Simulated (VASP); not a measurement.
Level of theory: r2SCAN meta-GGA, VASP's PBE PAW potentials (set 64) (plane waves; VASP).

The input files of a VASP run:

INCAR:
```
SYSTEM=Si
PREC=Accurate; ENCUT=400; LREAL=.FALSE.
LASPH=.TRUE.
EDIFF=1E-6; NELM=100; ALGO=Normal
LMIXTAU=.TRUE.
ISMEAR=0; SIGMA=0.05
METAGGA=R2SCAN
IBRION=2; NSW=60; ISIF=3
EDIFFG=-0.02
LWAVE=.FALSE.; LCHARG=.FALSE.
```

POSCAR:
```
Si
1
    1.9273220314    -5.3388208068     0.0000000000
    1.9273220314     5.3388208068    -0.0000000000
    0.0000000000    -0.0000000000    12.6159640014
Si
12
Direct
  0.7570243045   0.2429756955   0.9455070572
  0.2429756955   0.7570243045   0.0544929428
  0.2429756955   0.7570243045   0.4455070572
  0.7570243045   0.2429756955   0.5544929428
  0.4290812260   0.5709187740   0.1568036553
  0.5709187740   0.4290812260   0.8431963447
  0.5709187740   0.4290812260   0.6568036553
  0.4290812260   0.5709187740   0.3431963447
  0.9716379182   0.0283620818   0.9092640235
  0.0283620818   0.9716379182   0.0907359765
  0.0283620818   0.9716379182   0.4092640235
  0.9716379182   0.0283620818   0.5907359765
```

File KPOINTS:
```
Automatic
0
gamma
 6 6 2
```

POTCAR, in this order: Si (PBE.64 set). Program: vasp_std.

What VASP printed:

OSZICAR:
```
       N       E                     dE             d eps       ncg     rms          rms(c)
DAV:   1     0.667815613486E+02    0.66782E+02   -0.15963E+04  1612   0.106E+03
DAV:   2    -0.101665185597E+03   -0.16845E+03   -0.16063E+03  2018   0.167E+02
DAV:   3    -0.111101732712E+03   -0.94365E+01   -0.92386E+01  2072   0.377E+01
DAV:   4    -0.111340497535E+03   -0.23876E+00   -0.23743E+00  2065   0.715E+00
DAV:   5    -0.111348186056E+03   -0.76885E-02   -0.76848E-02  2016   0.120E+00    0.147E+01
DAV:   6    -0.108732091462E+03    0.26161E+01   -0.11445E+00  1927   0.437E+00    0.983E+00
DAV:   7    -0.103324979060E+03    0.54071E+01   -0.12511E+00  1962   0.533E+00    0.719E-01
DAV:   8    -0.104231318603E+03   -0.90634E+00   -0.11570E+00  1780   0.528E+00    0.780E-01
DAV:   9    -0.103164188255E+03    0.10671E+01   -0.14220E-01  1836   0.246E+00    0.686E-01
DAV:  10    -0.103549456038E+03   -0.38527E+00   -0.10088E-01  1801   0.209E+00    0.330E-01
DAV:  11    -0.103928841680E+03   -0.37939E+00   -0.26061E-01  1717   0.310E+00    0.131E-01
DAV:  12    -0.103939289462E+03   -0.10448E-01   -0.12130E-02  1955   0.714E-01    0.144E-01
DAV:  13    -0.103934599876E+03    0.46896E-02   -0.34848E-03  1906   0.404E-01    0.891E-02
DAV:  14    -0.103939315655E+03   -0.47158E-02   -0.18393E-03  1920   0.250E-01    0.227E-02
DAV:  15    -0.103940076915E+03   -0.76126E-03   -0.65591E-04  1851   0.154E-01    0.304E-02
DAV:  16    -0.103940117832E+03   -0.40917E-04   -0.13095E-04  1927   0.889E-02    0.130E-02
DAV:  17    -0.103940081645E+03    0.36187E-04   -0.74996E-05  1878   0.623E-02    0.184E-03
DAV:  18    -0.103940110008E+03   -0.28363E-04   -0.16559E-05  1920   0.288E-02    0.266E-03
DAV:  19    -0.103940106850E+03    0.31584E-05   -0.17320E-06  1303   0.890E-03    0.183E-03
DAV:  20    -0.103940107639E+03   -0.78946E-06   -0.87906E-07  1226   0.587E-03
   1 F= -.10394011E+03 E0= -.10394011E+03  d E =-.103940E+03
       N       E                     dE             d eps       ncg     rms          rms(c)
DAV:   1    -0.103951261664E+03   -0.11155E-01   -0.22576E-01  1801   0.197E+00    0.339E-01
DAV:   2    -0.103948715176E+03    0.25465E-02   -0.14563E-02  1964   0.562E-01    0.174E-01
DAV:   3    -0.103947457537E+03    0.12576E-02   -0.31807E-03  1995   0.251E-01    0.745E-02
DAV:   4    -0.103947341830E+03    0.11571E-03   -0.10178E-03  2013   0.136E-01    0.232E-02
DAV:   5    -0.103947378206E+03   -0.36376E-04   -0.15337E-04  1892   0.777E-02    0.125E-02
DAV:   6    -0.103947395916E+03   -0.17710E-04   -0.69007E-05  1894   0.515E-02    0.913E-03
DAV:   7    -0.103947398740E+03   -0.28234E-05   -0.30100E-05  1850   0.349E-02    0.243E-03
DAV:   8    -0.103947405072E+03   -0.63327E-05   -0.71567E-06  1878   0.179E-02    0.112E-03
DAV:   9    -0.103947405168E+03   -0.95054E-07   -0.74766E-07  1219   0.589E-03
   2 F= -.10394741E+03 E0= -.10394741E+03  d E =-.729753E-02
       N       E                     dE             d eps       ncg     rms          rms(c)
DAV:   1    -0.103947413597E+03   -0.85248E-05   -0.16267E-04  1864   0.531E-02    0.926E-03
DAV:   2    -0.103947411851E+03    0.17464E-05   -0.10632E-05  1964   0.153E-02    0.463E-03
DAV:   3    -0.103947410990E+03    0.86129E-06   -0.19615E-06  1199   0.669E-03
   3 F= -.10394741E+03 E0= -.10394741E+03  d E =-.730335E-02
       N       E                     dE             d eps       ncg     rms          rms(c)
DAV:   1    -0.103948559256E+03   -0.11474E-02   -0.26556E-02  1780   0.709E-01    0.104E-01
DAV:   2    -0.103948477937E+03    0.81319E-04   -0.14839E-03  2075   0.167E-01    0.682E-02
DAV:   3    -0.103948512439E+03   -0.34502E-04   -0.17879E-04  1929   0.596E-02    0.141E-02
DAV:   4    -0.103948534832E+03   -0.22393E-04   -0.22813E-05  2091   0.237E-02    0.127E-02
DAV:   5    -0.103948550179E+03   -0.15347E-04   -0.76799E-06  1878   0.162E-02    0.517E-03
DAV:   6    -0.103948558930E+03   -0.87510E-05   -0.52586E-06  1747   0.159E-02    0.105E-03
DAV:   7    -0.103948559008E+03   -0.77386E-07   -0.99330E-07  1177   0.801E-03
   4 F= -.10394856E+03 E0= -.10394856E+03  d E =-.114802E-02
       N       E                     dE             d eps       ncg     rms          rms(c)
DAV:   1    -0.103948562087E+03   -0.31568E-05   -0.51026E-05  1808   0.313E-02    0.471E-03
DAV:   2    -0.103948561795E+03    0.29163E-06   -0.24757E-06  1447   0.744E-03
   5 F= -.10394856E+03 E0= -.10394856E+03  d E =-.115081E-02
       N       E                     dE             d eps       ncg     rms          rms(c)
DAV:   1    -0.103948655890E+03   -0.93804E-04   -0.42622E-03  1738   0.282E-01    0.377E-02
DAV:   2    -0.103948672855E+03   -0.16965E-04   -0.27848E-04  1970   0.771E-02    0.194E-02
DAV:   3    -0.103948673910E+03   -0.10548E-05   -0.16795E-05  2074   0.210E-02    0.848E-03
DAV:   4    -0.103948672733E+03    0.11767E-05   -0.71098E-06  1927   0.115E-02    0.310E-03
DAV:   5    -0.103948673294E+03   -0.56031E-06   -0.16350E-06  1149   0.809E-03
   6 F= -.10394867E+03 E0= -.10394867E+03  d E =-.111498E-03
```

OUTCAR:
```
------------------------ aborting loop because EDIFF is reached ----------------------------------------
  FORCE on cell =-STRESS in cart. coord.  units (eV):
  Direction    XX          YY          ZZ          XY          YZ          ZX
  --------------------------------------------------------------------------------------
  Total       -0.0250187     -0.0430639      0.0097505      0.0000000      0.0000000      0.0000000
  in kB       -0.1542448     -0.2654967      0.0601134      0.0000000      0.0000000      0.0000000
  external PRESSURE =      -0.1198760 kB  Pullay stress =       0.0000000 kB
  volume of cell :      259.88
      direct lattice vectors                 reciprocal lattice vectors
     1.915813313 -5.353338033 -0.000000000     0.260985763 -0.093399669 -0.000000000
     1.915813313  5.353338033  0.000000000     0.260985763  0.093399669  0.000000000
     0.000000000 -0.000000000 12.669417775     0.000000000 -0.000000000  0.078930225
 POSITION                                       TOTAL-FORCE (eV/Angst)
 -----------------------------------------------------------------------------------
      1.91581     -2.75363     11.97369         0.000000     -0.007207      0.004603
      1.91581      2.75363      0.69573         0.000000      0.007207     -0.004603
      1.91581      2.75363      5.63898         0.000000      0.007207      0.004603
      1.91581     -2.75363      7.03044         0.000000     -0.007207     -0.004603
      1.91581      0.76145      1.99211         0.000000     -0.000340     -0.001021
      1.91581     -0.76145     10.67731         0.000000      0.000340      0.001021
      1.91581     -0.76145      8.32682         0.000000      0.000340     -0.001021
      1.91581      0.76145      4.34260        -0.000000     -0.000340      0.001021
      1.91581     -5.04527     11.52132         0.000000     -0.001324     -0.000178
      1.91581      5.04527      1.14810         0.000000      0.001324      0.000178
      1.91581      5.04527      5.18661         0.000000      0.001324     -0.000178
      1.91581     -5.04527      7.48281         0.000000     -0.001324      0.000178
 -----------------------------------------------------------------------------------
    total drift:                                0.000000      0.000000     -0.000000
  FREE ENERGIE OF THE ION-ELECTRON SYSTEM (eV)
  ---------------------------------------------------
  free  energy   TOTEN  =      -103.9486732937 eV

  energy  without entropy=     -103.9486732937  energy(sigma->0) =     -103.94867329

 reached required accuracy - stopping structural energy minimisation
```
(Selected blocks of OUTCAR.)

**CONTCAR**
```
Si
   1.00000000000000
     1.9158133133355717   -5.3533380333186127   -0.0000000000000000
     1.9158133133355717    5.3533380333186127    0.0000000000000000
     0.0000000000000000   -0.0000000000000000   12.6694177747960826
  Si
    12
Direct
     0.7571884674182036    0.2428115325817964    0.9450859461793297
     0.2428115325817964    0.7571884674182036    0.0549140538206701
     0.2428115325817964    0.7571884674182036    0.4450859461793298
     0.7571884674182036    0.2428115325817964    0.5549140538206703
     0.4288805237887826    0.5711194762112174    0.1572377283671984
     0.5711194762112174    0.4288805237887826    0.8427622716328016
     0.5711194762112174    0.4288805237887826    0.6572377283671984
     0.4288805237887826    0.5711194762112174    0.3427622716328015
     0.9712269525841155    0.0287730474158844    0.9093802228045770
     0.0287730474158844    0.9712269525841155    0.0906197771954229
     0.0287730474158844    0.9712269525841155    0.4093802228045771
     0.9712269525841155    0.0287730474158844    0.5906197771954230
```

The structure comes from a computed database's Si entry (Cmcm); how it stands against other phases isn't given here. This run relaxes it. Symmetry was kept, so distortions that lower it aren't found. The start is the result of an earlier pass.
